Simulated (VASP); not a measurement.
Write the native input for VASP 6.6.1 that does the following.

```
Task                   : single point
Functional             : PBEsol
Potentials or basis    : VASP PAW PBE potentials, release 64 (Cu, C)
Cutoff                 : 450 eV
k mesh                 : 3 × 4 × 4
Occupations            : gaussian, width 0.03 eV
Spin                   : collinear spin, ferromagnetic start
Starting moments       : [3.0, 0.0, 0.0, 0.0, 0.0, 0.0, 0.0, 0.0, 0.0, 0.0, 0.0, 0.0, 0.0, 0.0, 0.0, 0.0, 0.0, 0.0, 0.0, 0.0, 0.0, 0.0, 0.0, 0.0] μB
Fixed moment           : 3 μB
Hubbard terms          : Cu d U = 5 eV
Dq                     : 0
Further INCAR settings : LREAL = Auto; ALGO = Normal; EDIFF = 1e-05; NBANDS = 74; ISYM = 0
```

The structure of CuC23 (a cell with a defect) lies in POSCAR:

```
CuC23                                   
1.0
    0.0000000000      5.3503200000      5.3503200000
    3.5668800000      0.0000000000      3.5668800000
    3.5668800000      3.5668800000      0.0000000000
  Cu              C             
     1    23
Direct
     0.9949242714843705    0.0018552399149004    0.0017051868224244
     0.9999228886377414    0.9994087501891579    0.5009007296710162
     0.9999363128920977    0.4993947472209307    0.0011921137297584
     0.0005105865182375    0.4998117615398687    0.5011762651012370
     0.3320663507054240    0.0030272287827146    0.0040771058767204
     0.3393253217773186    0.9994112491030266    0.4917505148981455
     0.3391754063299190    0.4911912291850208    0.0004224646731927
     0.3323901099535252    0.5007852748009283    0.5019749465567550
     0.6687115078349433    0.9988177938685130    0.9999333582468092
     0.6595638631095398    0.0034124144729191    0.5078190481543255
     0.6595328706981897    0.5065654267619537    0.0047361675119245
     0.6673954945895809    0.4998099637175260    0.5011256422392701
     0.0957863103319872    0.1397451584945944    0.1413617969440664
     0.1004325748691338    0.1372667535951074    0.5740354938407913
     0.1001306490818491    0.5738656746604466    0.1383993291868732
     0.0844240415945944    0.6242209426754920    0.6258551419486152
     0.4286418495228461    0.1170460317535808    0.1177224413130102
     0.4121017362134667    0.1258539765537014    0.6329203145733018
     0.4120568400336999    0.6319473278254282    0.1269383875823137
     0.4179502697704487    0.6237787111594342    0.6247109248485844
     0.7096038476524075    0.1475420253482694    0.1489322534669795
     0.7506469543057014    0.1258859586820027    0.6260353489657507
     0.7506036153061139    0.6247621153596421    0.1272880927659988
     0.7481493267868902    0.6259942443348595    0.6273859310821426
```

The input as run:

INCAR

```
SYSTEM = CuC23
PREC = Accurate
ENCUT = 450
EDIFF = 1E-5
ISMEAR = 0
SIGMA = 0.03
LREAL = Auto
LASPH = .TRUE.
NELM = 120
ALGO = Normal
ISIF = 2
LWAVE = .FALSE.
LCHARG = .FALSE.
ISPIN = 2
MAGMOM = 3 0 0 0 0 0 0 0 0 0 0 0 0 0 0 0 0 0 0 0 0 0 0 0
LORBIT = 11
NUPDOWN = 3
LMAXMIX = 4
LDAU = .TRUE.
LDAUTYPE = 2
LDAUL = 2 -1
LDAUU = 5 0
LDAUJ = 0 0
LDAUPRINT = 1
GGA = PS
NBANDS = 74
ISYM = 0
KPAR = 4
```

KPOINTS

```
regular mesh
0
G
  3 4 4
  0 0 0
```

Potentials or basis: VASP PAW PBE potentials, release 64 (Cu, C).

Command:

```bash
$ cat potpaw_PBE.64/Cu/POTCAR potpaw_PBE.64/C/POTCAR > POTCAR
$ mpirun -np 4 vasp_std > vasp.out
```

It gave:

The largest force is 1.218 eV/Å. The net moment is 3.00 μB per cell and the site moments are Cu +0.82; C +0.01, -0.01, -0.00, +0.31, +0.03, +0.10, +0.04, +0.02, +0.26 μB. The valence electrons inside the program's atomic spheres are Cu 11.06; C 2.60, 2.58, 2.62, 2.59, 2.67, 2.65, 2.57, 2.55.

Caveat: the k mesh is coarse (spacing up to 0.38 Å⁻¹), so the values aren't converged; the PAW data sets were made with another functional, which shifts forces and pressure a little; the total moment is fixed, so each spin has its own Fermi level; the U is typed as a test and isn't derived for this compound.

Run time: 4.7 min on 4 MPI ranks on Intel(R) Xeon(R) Platinum 8488C (Sapphire Rapids), on a shared host, peak memory 0.47 GiB a rank.
